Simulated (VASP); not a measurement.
Input:

```xyz
2
Lattice="0.0000 2.2275 2.2275 2.2275 0.0000 2.2275 2.2275 2.2275 0.0000" Properties=species:S:1:pos:R:3 pbc="T T T"
B      0.0000     0.0000     0.0000
P      1.1138     1.1138     1.1138
```

The numbers are results of HSE06 screened hybrid, VASP's PBE PAW potentials (set 64) (plane waves; VASP), not measurements. Run with 400 eV cut-off, 7×7×7 Γ-centred mesh, Gaussian smearing of 0.010 eV, potentials B P.

At this cut-off the stress carries a Pulay error, which pulls relaxed volumes low.

### Question
Give the stress tensor in GPa (positive for a compressed cell).

### Answer

```
8.15  0.00  0.00
0.00  8.15  0.00
0.00  0.00  8.15
```
The pressure is its mean diagonal, 8.15 GPa.

The structure comes from a computed database's BP entry; how it stands against other phases isn't given here. The cell was not relaxed at this level.
